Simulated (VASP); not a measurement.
Here is the system:

```xyz
3
Lattice="0.0000 2.9420 2.9420 2.9420 0.0000 2.9420 2.9420 2.9420 0.0000" Properties=species:S:1:pos:R:3 pbc="T T T"
Pb     5.8841     2.9420     2.9420
F      1.4710     1.4710     1.4710
F      4.4131     4.4131     4.4131
```

Level of theory: r2SCAN meta-GGA, VASP's PBE PAW potentials (set 64) (plane waves; VASP). Run with 520 eV cut-off, 6×6×6 Γ-centred mesh, Gaussian smearing of 0.050 eV, potentials Pb_d F.

**Question.** The ions, cell shape and volume are relaxed. Predict the relaxed structure.

**Answer.** 
```xyz
3
Lattice="0.0000 2.9591 2.9591 2.9591 0.0000 2.9591 2.9591 2.9591 0.0000" Properties=species:S:1:pos:R:3 pbc="T T T"
Pb     0.0000     0.0000     0.0000
F      1.4796     1.4796     1.4796
F      4.4387     4.4387     4.4387
```
Space group Fm-3m (225), at a tolerance of 0.03 Å.

**Question.** How do energy and volume change from the first to the last step?

**Answer.** The energy (σ→0) changes by -1.3 meV/atom and the volume by +1.8 %, in 3 ionic steps.

The compound is PbF2 in the fluorite structure, the β form. This run relaxes it. Symmetry was kept, so distortions that lower it aren't found.
